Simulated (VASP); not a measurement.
Method: r2SCAN meta-GGA, VASP's PBE PAW potentials (set 64) (plane waves; VASP).

VASP ran on this input.

File KPOINTS:
```
Automatic mesh
0
Gamma
12 12 12
0 0 0
```

### INCAR
```
ALGO=Normal
EDIFF=1E-7
EDIFFG=-0.01
ENCUT=480
IBRION=2
ISIF=2
ISMEAR=1
LASPH=.True.
LCHARG=.False.
LMAXMIX=4
LMIXTAU=.True.
LREAL=.False.
LWAVE=.False.
METAGGA=R2SCAN
NELM=100
NSW=30
PREC=Accurate
SIGMA=0.1
SYSTEM=FeAl
```

File POSCAR:
```
FeAl
1
    2.8399328746     0.0000000000     0.0000000000
    0.0000000000     2.8399328746    -0.0212994966
    0.0000000000    -0.0212994966     2.8399328746
Al Fe
1 1
Direct
  0.5000000000   0.5000000000   0.5000000000
  0.0000000000   0.0000000000   0.0000000000
```

POTCAR, in this order: Al Fe (PBE.64 set). Program: vasp_std.

**Question.** What does the run give for the energy per atom (σ→0), band gap (on the k-mesh)?

**Answer.** 
The energy per atom (σ→0) is -10.642 eV/atom and the band gap (on the k-mesh) comes out as none (metal, semimetal or under 0.01 eV).

OSZICAR:
```
...
DAV:  11    -0.212834400027E+02   -0.15507E-02   -0.72245E-03  5754   0.155E+00    0.127E-01
DAV:  12    -0.212835363376E+02   -0.96335E-04   -0.69815E-04  5884   0.462E-01    0.271E-02
DAV:  13    -0.212835589215E+02   -0.22584E-04   -0.86039E-05  7631   0.136E-01    0.138E-02
DAV:  14    -0.212835611241E+02   -0.22026E-05   -0.13890E-05  6985   0.585E-02    0.483E-03
DAV:  15    -0.212835595823E+02    0.15418E-05   -0.77580E-07  6001   0.113E-02    0.163E-03
DAV:  16    -0.212835592079E+02    0.37442E-06   -0.51983E-08  2862   0.395E-03    0.531E-04
DAV:  17    -0.212835592008E+02    0.71134E-08   -0.24589E-08  2806   0.272E-03
   1 F= -.21283559E+02 E0= -.21283488E+02  d E =-.212836E+02
```

The compound is FeAl in the CsCl type structure. This cell was strained or had an atom moved on purpose. The run is not spin-polarised, so no magnetic state was tried. The electron count is odd and the run is not spin-polarised, which forces a metal.
